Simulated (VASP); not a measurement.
Data:

```xyz
2
Lattice="0.0000 1.8289 1.8289 1.8289 0.0000 1.8289 1.8289 1.8289 0.0000" Properties=species:S:1:pos:R:3 pbc="T T T"
B      0.0000     0.0000     0.0000
N      0.9145     0.9145     0.9145
```

The numbers are results of vdW-DF2, VASP's PBE PAW potentials (set 64) (plane waves; VASP 6.6.1), not measurements. Numerical set-up: 520 eV cut-off, Gaussian smearing of 0.050 eV, potentials B N.

### Question
Give the energies of bands 2 to 7 at the high-symmetry points, in eV from the valence-band maximum.

### Answer

```csv
band,Γ,X,U,L,W
2,0.00,-8.42,-7.70,-10.01,-7.23
3,0.00,-4.59,-7.08,-1.83,-6.44
4,0.00,-4.59,-3.82,-1.83,-5.98
5,8.79,5.08,7.36,10.01,9.93
6,8.79,9.49,12.83,10.74,13.05
7,8.79,17.30,15.40,10.74,14.20
```

The gap is indirect, 5.08 eV, from the valence maximum at Γ to the conduction minimum at X.

Measured: gap 6.20 eV at 300 K (computed value off by -1.12 eV), as given by arXiv:1206.3780.

The compound is BN in the zinc blende structure. It was relaxed first.
